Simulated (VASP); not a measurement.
Energy against volume of ZrO2 (fluorite). Computed with PBE GGA with D3 dispersion (zero damping), VASP's PBE PAW potentials (set 64) (plane waves; VASP). Numerical set-up: 520 eV cut-off, 8×8×8 Γ-centred mesh, Gaussian smearing of 0.050 eV, potentials Zr_sv O.

| V (Å³/atom) | E (eV/atom) |
|---|---|
| 10.700 | -9.70161 |
| 11.030 | -9.70993 |
| 11.361 | -9.70335 |
| 11.692 | -9.68404 |

Problem. Fit these four points and predict the energy of the run at 10.369 Å³/atom.

Solution. A cubic in V^(−2/3), the third-order Birch-Murnaghan form, passes through the four points with V0 = 11.04 Å³/atom and B0 = 240 GPa, and gives -9.6757 eV/atom there. The run gave -9.6758 eV/atom, -0.1 meV/atom from the fit; all five points give B0 = 239 GPa.

The compound is ZrO2 in the fluorite structure, the high-temperature cubic form, which is unstable at 0 K; the monoclinic form is the stable one. It was relaxed first.
